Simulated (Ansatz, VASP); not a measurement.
## Be3C: VASP beside Ansatz

Wanted: the spread between two codes on one cell, functional and k mesh. The cell is generated by rule, not measured, and may not be a known phase. The cell is taken from a series of runs on this material, whose earlier steps may have relaxed or scaled it; both programs get it as it stands.

Program: Ansatz 0.2.0. Level of theory: plane waves, with VASP 6.6.1 beside it; single point at PBE. Results are calculated unless marked as measured.

### 1. Set-up

The structure is tetragonal, space group I-4m2 (No. 119). Conventional cell: a = 4.100 Å, b = 4.100 Å, c = 5.164 Å, α = 90.00°, β = 90.00°, γ = 90.00°. Nearest to Be lie 1 C at 1.62 Å and 3 Be at 1.92 to 2.08 Å. Be has 4 Be at 2.08 Å nearest. C has 2 Be at 1.62 Å nearest. Farther neighbours are not listed.

As a file:

```cif
data_structure
_symmetry_space_group_name_H-M 'I-4m2'
_symmetry_Int_Tables_number 119
_cell_length_a 4.1002
_cell_length_b 4.1002
_cell_length_c 5.1643
_cell_angle_alpha 90.000
_cell_angle_beta 90.000
_cell_angle_gamma 90.000
_cell_volume 86.82
loop_
_atom_site_label
_atom_site_type_symbol
_atom_site_symmetry_multiplicity
_atom_site_Wyckoff_symbol
_atom_site_fract_x
_atom_site_fract_y
_atom_site_fract_z
_atom_site_occupancy
Be1 Be 4 f 0.00000 0.50000 0.06389 1
Be2 Be 2 b 0.00000 0.00000 0.50000 1
C1 C 2 d 0.50000 0.00000 0.25000 1
```

### 2. VASP: single point, PBE

A single point gives forces, pressure and levels at one fixed geometry, so differences don't come from the geometry; what else differs is listed under the comparison.

Lines of VASP's logs that name or quote its potential files are left out, and so is its time.

Contents of INCAR:

```
SYSTEM = Be3C
PREC = Accurate
ENCUT = 860
EDIFF = 1E-06
NELM = 100
ISMEAR = -1
SIGMA = 0.05
LREAL = .FALSE.
ALGO = Normal
GGA = PE
NBANDS = 14
LORBIT = 11
LWAVE = .FALSE.
LCHARG = .FALSE.
KPAR = 2
ISIF = 2
```

Contents of POSCAR:

```
Be3C
1.0
   -2.0500960598      2.0500960598      2.5821694857
    2.0500960598     -2.0500960598      2.5821694857
    2.0500960598      2.0500960598     -2.5821694857
Be C
3 1
Direct
    0.5638903757      0.0638903757      0.5000000000
    0.9361096243      0.4361096243      0.5000000000
    0.5000000000      0.5000000000      0.0000000000
    0.2500000000      0.7500000000      0.5000000000
```

Contents of KPOINTS:

```
Automatic mesh
0
Gamma
8 8 8
0 0 0
```

PAW data sets: Be_sv_GW and C_GW (PBE family, release 64).

On the command line:

```sh
> mpirun -np 2 vasp_std
```

Numbers of over 12 decimals in the logs are rounded to 6 here.

The program printed:

```text
[banner, memory and clock lines left out]
running    2 mpi-ranks, on    1 nodes
 distrk:  each k-point on    1 cores,    2 groups
 distr:  one band on    1 cores,    1 groups

 POSCAR found type information on POSCAR BeC
 POSCAR found :  2 types and       4 ions
 LDA part: xc-table for (Slater+PW92), standard interpolation
 POSCAR, INCAR and KPOINTS ok, starting setup
 FFT: planning ... GRIDC
 FFT: planning ... GRID_SOFT
 FFT: planning ... GRID
 WAVECAR not read
 entering main loop
       N       E                     dE             d eps       ncg     rms          rms(c)
DAV:   1     0.988762253992E+02    0.98876E+02   -0.13779E+04  2096   0.378E+03
DAV:   2    -0.271071408046E+02   -0.12598E+03   -0.11932E+03  2552   0.541E+02
DAV:   3    -0.380984348873E+02   -0.10991E+02   -0.10838E+02  2668   0.122E+02
DAV:   4    -0.383016689026E+02   -0.20323E+00   -0.20305E+00  1892   0.175E+01
DAV:   5    -0.383126942201E+02   -0.11025E-01   -0.11025E-01  2656   0.588E+00    0.478E+01
DAV:   6    -0.375132023602E+02    0.79949E+00   -0.10948E+00  2346   0.140E+01    0.315E+01
DAV:   7    -0.373100240200E+02    0.20318E+00   -0.53095E-01  2714   0.147E+01    0.584E+00
DAV:   8    -0.372688476167E+02    0.41176E-01   -0.76480E-02  2024   0.286E+00    0.815E-01
DAV:   9    -0.372682199462E+02    0.62767E-03   -0.28687E-02  2260   0.231E+00    0.955E-01
DAV:  10    -0.372676631211E+02    0.55683E-03   -0.12797E-03  2274   0.427E-01    0.268E-01
DAV:  11    -0.372676970758E+02   -0.33955E-04   -0.44959E-04  2410   0.239E-01    0.708E-02
DAV:  12    -0.372677110511E+02   -0.13975E-04   -0.23262E-05  2078   0.504E-02    0.257E-02
DAV:  13    -0.372677123311E+02   -0.12800E-05   -0.29266E-06  2096   0.217E-02    0.619E-03
DAV:  14    -0.372677122591E+02    0.71989E-07   -0.55642E-07  1486   0.108E-02
   1 F= -.37267712E+02 E0= -.37262949E+02  d E =-.952679E-02
```

OUTCAR, selected parts (step 2):

```text
ion  position               nearest neighbor table
   1  0.564  0.064  0.500-   4 1.62   2 1.92
   2  0.936  0.436  0.500-   4 1.62   1 1.92
   3  0.500  0.500  0.000-
   4  0.250  0.750  0.500-   1 1.62   2 1.62

  LATTYP: Found a body centered tetragonal cell.
 ALAT       =     4.1001921196
 C/A-ratio  =     1.2595358512

 Subroutine GETGRP returns: Found  8 space group operations
 (whereof  8 operations were pure point group operations)

The static configuration has the point symmetry D_2d.

 Found     59 irreducible k-points:

   k-points           NKPTS =     59   k-points in BZ     NKDIM =     59   number of bands    NBANDS=     14

   dimension x,y,z NGX =    40 NGY =   40 NGZ =   40
   dimension x,y,z NGXF=    80 NGYF=   80 NGZF=   80

   ENCUT  =  860.0 eV  63.21 Ry    7.95 a.u.   9.28  9.28  9.28*2*pi/ulx,y,z

   NELECT =      16.0000    total number of electrons

 k-points in reciprocal lattice and weights: Automatic mesh
   0.00000000  0.00000000  0.00000000       0.002
   0.12500000  0.00000000  0.00000000       0.016
   0.25000000  0.00000000  0.00000000       0.016
   0.37500000  0.00000000 -0.00000000       0.016
   0.50000000  0.00000000  0.00000000       0.008
   0.12500000  0.12500000  0.00000000       0.016
   0.25000000  0.12500000  0.00000000       0.031
   0.37500000  0.12500000 -0.00000000       0.031
   0.50000000  0.12500000  0.00000000       0.031
[...]
-0.37500000 -0.37500000  0.37500000       0.004
   0.50000000  0.50000000  0.50000000       0.002

 average (electrostatic) potential at core
       1 -56.6658       2 -56.6658       3 -58.5359       4 -51.6917

 E-fermi :   3.3339

 k-point     1 :       0.0000    0.0000    0.0000
  band No.  band energies     occupation
    ...
      4      -8.5759      2.00000
      5       0.1088      2.00000
      6       0.1454      2.00000
      7       2.1900      2.00000
      8       2.1900      2.00000
      9       4.1538      0.00000
     10       4.1538      0.00000
     11       7.4235      0.00000
     12       8.0720      0.00000
     13       8.0720      0.00000
    ...

 k-point     2 :       0.1250    0.0000    0.0000
  band No.  band energies     occupation
    ...
      4      -8.4583      2.00000
      5      -0.6240      2.00000
      6       0.3260      2.00000
      7       1.8663      2.00000
      8       2.2405      2.00000
      9       4.3159      0.00000
     10       4.3480      0.00000
     11       6.9255      0.00000
     12       8.1113      0.00000
     13       8.4559      0.00000
    ...

 k-point     3 :       0.2500    0.0000    0.0000
  band No.  band energies     occupation
    ...
      4      -8.1362      2.00000
      5      -1.7621      2.00000
      6       0.3004      2.00000
      7       1.3382      2.00000
      8       2.3197      2.00000
      9       4.3580      0.00000
     10       4.3621      0.00000
     11       6.8160      0.00000
     12       8.7598      0.00000
     13       8.8226      0.00000
    ...

  Total       -0.0820106     -0.0820106      0.0845273      0.0000000     -0.0000000      0.0000000
  in kB       -3.0268259     -3.0268259      3.1197129      0.0000000     -0.0000000      0.0000000
  external PRESSURE =      -0.9779796 kB  Pullay stress =       0.0000000 kB

  energy-cutoff  :      860.00
  volume of cell :       43.41
      direct lattice vectors                 reciprocal lattice vectors
    -2.050096060  2.050096060  2.582169486     0.000000000  0.243891011  0.193635624
     2.050096060 -2.050096060  2.582169486     0.243891011  0.000000000  0.193635624
     2.050096060  2.050096060 -2.582169486     0.243891011  0.243891011  0.000000000

 POSITION                                       TOTAL-FORCE (eV/Angst)
 -----------------------------------------------------------------------------------
      0.00000      2.05010      0.32995        -0.000000      0.000000     -0.025515
     -0.00000      2.05010      2.25222        -0.000000      0.000000      0.025515
      0.00000      0.00000      2.58217         0.000000     -0.000000      0.000000
      2.05010     -0.00000      1.29108         0.000000     -0.000000     -0.000000
 -----------------------------------------------------------------------------------
    total drift:                               -0.000000      0.000000      0.000000

  FREE ENERGIE OF THE ION-ELECTRON SYSTEM (eV)
  ---------------------------------------------------
  free  energy   TOTEN  =       -37.2677122591 eV

  energy  without entropy=      -37.2581854723  energy(sigma->0) =      -37.26294887

 total charge
# of ion       s       p       d       tot
------------------------------------------
    1        2.175   0.243   0.002   2.420
    2        2.175   0.243   0.002   2.420
    3        2.130   0.174   0.001   2.305
    4        0.923   1.331   0.000   2.255
--------------------------------------------------
tot          7.403   1.991   0.006   9.400

[... 3 further parts left out ...]
```

The run ends at a pressure of -0.10 GPa, with forces up to 0.026 eV/Å.

### 3. Ansatz: single point, PBE

Ansatz runs on its default PAW (the set named soft_2) files.

The same cell, functional, mesh and smearing now go to Ansatz, which takes its cutoff from its data sets.

Contents of input.yaml:

```yaml
crystal:
  lattice:
    - [-2.0500960598, 2.0500960598, 2.5821694857]
    - [2.0500960598, -2.0500960598, 2.5821694857]
    - [2.0500960598, 2.0500960598, -2.5821694857]
  atoms:
    - { symbol: Be, position: [0.5638903757, 0.0638903757, 0.5] }
    - { symbol: Be, position: [0.9361096243, 0.4361096243, 0.5] }
    - { symbol: Be, position: [0.5, 0.5, 0.0] }
    - { symbol: C, position: [0.25, 0.75, 0.5] }
hamiltonian:
  xc: pbe
  pseudopotentials: { kind: paw }
kpoints:
  mp_grid: { grid: [8, 8, 8] }
scf:
  occupations: { method: fermi_dirac, width: 0.05 }
  n_extra_bands: 5
output:
  forces: true
  stress: true
  eigenvalues: true
  write_density: true
  write_potential: true
  elf: true
  volumetric_format: npy
```

On the command line:

```sh
> ansatz run input.yaml --threads 2 --pin off --max-ram 4608MiB --backend cpu --events-out ev --progress --plain --runs-dir out
```

The program printed:

```text
scf.n_extra_bands = 5 over 5 filled bands (N_el = 10.0): the run solves 10 bands
Engine: ansatz 0.2.0, x86_64-unknown-linux-gnu
Pseudopotentials: kind: paw
Pseudopotential: Be, paw, valence charge 2, recommended cutoff 420 eV (normal), Be.paw.azcp
Pseudopotential: C, paw, valence charge 4, recommended cutoff 420 eV (normal), C.paw.azcp
Functional definition: PBE
  parameter kappa = 0.804
  parameter beta = 0.066725
  exchange = pbe_x(kappa = kappa, mu = beta*pi^2/3)
  correlation = pbe_c(beta = beta)
Crystal: 4 atoms, lattice volume = 43.410 Å³
Basis set: ecut = 420 eV, 861 PW (Γ), exchange–correlation on 54×54×54 points (8 copies of the dense FFT grid, shifted against one another)
Bands: 10, of which v1, the nominal top of the filled ones, is band 5 counted from 1 (4 counted from 0)
Symmetry: 8 space group operations
Space group: I-4m2 (ITA 119), of the structure as read, at distance tolerance 3.5e-5 Å
k-points: 59 of 512 (time reversal used)
Non-local potential: Be, projectors of the file, l = 0: 2, l = 1: 2, l = 2: 1
Non-local potential: C, projectors of the file, l = 0: 2, l = 1: 2, l = 2: 1
PAW form: soft (Blöchl's): semilocal exchange-correlation on the pseudo side does not see the compensation charge
PAW one-centre angular grid: Be, 110 points (default); XC on 64 Gauss nodes
PAW one-centre angular grid: C, 110 points (default); XC on 64 Gauss nodes
Initial density: superposition of atomic densities (neutral atoms: chi_scale 0, normalization atom), corrected by the library's trained network
Initial wavefunctions: pseudopotential atomic-orbital guess
Functional: x = pbe(κ = 0.804, μ = 0.219515), c = pbe(β = 0.066725)
SCF iter   1: F=—  HF=-524.331560 eV  |F-HF|=—  |Δ(HF+E_count)|=         —  Δρ=9.73e-3  dr2=8.12e-2  ethr=1.77e-3  ⟨swp⟩=5.8  Hψ=4261  notcnv=0
preconditioner: auto → none  [metal: Δε(μ)=0.044 eV  Ē_g=8.832 eV  σ=0.050 eV  W_gap=0.21  n_scr=8 (ndim 8)  ℏωp=17.8 eV  f_vac=0.000  D(μ)=1.22/eV (n_scr^D=12)  sad-step TF]
SCF iter   2: F=—  HF=-524.321128 eV  |F-HF|=—  |Δ(HF+E_count)|=   1.04e-2  Δρ=6.34e-3  dr2=3.45e-2  ethr=8.12e-4  ⟨swp⟩=1.0  Hψ=1062  notcnv=0
SCF iter   3: F=—  HF=-524.313413 eV  |F-HF|=—  |Δ(HF+E_count)|=   7.72e-3  Δρ=4.98e-4  dr2=1.18e-4  ethr=3.45e-4  ⟨swp⟩=2.6  Hψ=981  notcnv=0
SCF iter   4: F=—  HF=-524.313390 eV  |F-HF|=—  |Δ(HF+E_count)|=   2.28e-5  Δρ=1.47e-4  dr2=1.06e-5  ethr=1.18e-6  ⟨swp⟩=2.3  Hψ=857  notcnv=0  defer=1
SCF iter   5: F=—  HF=-524.313376 eV  |F-HF|=—  |Δ(HF+E_count)|=   1.36e-5  Δρ=2.32e-5  dr2=1.43e-7  ethr=1.06e-7  ⟨swp⟩=2.1  Hψ=843  notcnv=0  defer=1
SCF iter   6: F=-524.313376 eV  HF=-524.313376 eV  |F-HF|=3.15e-10  |Δ(HF+E_count)|=   9.65e-8  Δρ=3.20e-6  dr2=4.17e-9  ethr=1.00e-9  ⟨swp⟩=9.1  Hψ=3471  notcnv=0
SCF 1 converged in 6 iterations: F = -524.313376 eV  dr2 = 4.17e-9
  greatest PAW one-centre occupation: 0.701 electrons in one spin orbital (limit 2), on the C atom at site 3 (counted from 0), in its partial waves of l = 0
SCF converged after 6 iterations
Free energy (F): -524.313376 eV
Harris-Foulkes:  -524.313376 eV  (|F-HF|=3.15e-10)
Internal energy: -524.303794 eV  (E = F + TS)
E sigma→0 (E₀):  -524.308585 eV
Entropy (-TS):   -0.009583 eV (-2.396 meV/atom)
Fermi energy:    4.756583 eV
--- Per-component energies (eV) ---
  E_band       = -2.005279
  E_kinetic    = 139.302797
  E_local      = -141.883794  (includes V_loc(G=0)·N_el)
  E_nonlocal   = 43.632612
  E_hartree    = 41.290943
  E_xc         = -102.652204
  E_vxc        = -115.604210  (∫ρ·V_xc dr)
  E_paw        = -277.299846  (= ΣΔE_a)
  E_vpaw       = -10.034366  (= ΣTr[D̂ρ^β])
  E_aug_tail   = 0.000003  (compensation charges beyond the density's cutoff)
  E_ewald      = -226.694306
  E_smearing   = -0.009583  (= −TS)
  E_closure    = 0.000000  (closes the sum)
  Σ components = -524.313376   (vs F -524.313376, Δ=0.00e0)
--- Forces (eV/Å), atoms counted from 1 ---
  atom   1  Be    -0.00000000    -0.00000000    -0.07935579
  atom   2  Be     0.00000000     0.00000000     0.07935579
  atom   3  Be     0.00000000     0.00000000     0.00000000
  atom   4  C     -0.00000000    -0.00000000     0.00000000
  max |Σ_I F_I| component: 4.51e-17 eV/Å
--- Stress (GPa, compression-positive) ---
        0.157020       0.000000       0.000000
        0.000000       0.157020       0.000000
        0.000000       0.000000       0.129905
  P = ⅓ Tr σ = 0.1480 GPa (1.480 kbar)
--- Band table (eV; the first three rows and the last of 59) ---
  k-point 0: bands = ["-7.1551", "1.5107", "1.5644", "3.6079", "3.6079", "5.5740", "5.5740", "8.8587", "9.5206", "9.5206"]
  k-point 1: bands = ["-7.0090", "0.9680", "1.1864", "3.6495", "3.6790", "5.7034", "5.8203", "8.4449", "8.5150", "10.8124"]
  k-point 2: bands = ["-6.6091", "-0.0282", "0.6410", "3.0285", "3.3660", "5.6864", "6.6554", "8.3585", "8.7144", "11.5147"]
  k-point 58: bands = ["-5.5585", "-1.3856", "0.4075", "0.4075", "2.2928", "6.3905", "9.3513", "9.3513", "10.0853", "12.3521"]
```

The run ends at a pressure of 0.15 GPa, with forces up to 0.079 eV/Å.

### 4. Side by side

Known differences besides the PAW data sets themselves: the data sets hold 10 valence electrons in Ansatz (default PAW (the set named soft_2) files) and 16 in VASP; the cutoff is 420 eV in Ansatz and 860 eV in VASP; VASP leaves aspherical gradient terms in its spheres out (LASPH is not set), Ansatz keeps them. Total energies have different zeros and are not compared.

Both answers:

| quantity | Ansatz | VASP | difference |
| --- | --- | --- | --- |
| pressure (GPa) | 0.15 | -0.10 | +0.25 |

At this near-relaxed geometry the largest component of a force difference is 54 meV/Å. Ansatz's pressure holds a Pulay correction of 0.13 GPa; VASP's holds none.

### 5. Looking for the cause

The difference is large enough to ask for its cause, so further runs change the set-up of one program at a time, as the table lists.

| run | r.m.s. force difference (meV/Å) |
| --- | --- |
| as above | 22 |
| VASP with the data sets Be and C_h and a cutoff of 1190 eV | 14 |

### 6. What came out

```
r.m.s. force difference (single point, PBE) : 22 meV/Å
```

What this shows: The r.m.s. force difference is 22 meV/Å (single point, PBE), beyond the 12 meV/Å picked in this series as the mark of a large difference. For single point, PBE: VASP with the data sets Be and C_h and a cutoff of 1190 eV cuts the r.m.s. force difference from 22 to 14 meV/Å; whether that points to the cause isn't shown. How closely two codes agree says nothing of how well the functional describes the real material.

[Lines on the potential files, build, host, timing and source positions are cut from VASP's logs without a mark.]

[Logs are printed without paths, hosts, clocks, repeated set-up lines and the standing remarks that a program may print on its own settings, such as how far it seeks lower states.]

[Hosts, paths, dates, database ids (printed as entryN), source tags and the programs' standing remarks are cut or masked in the printed files.]
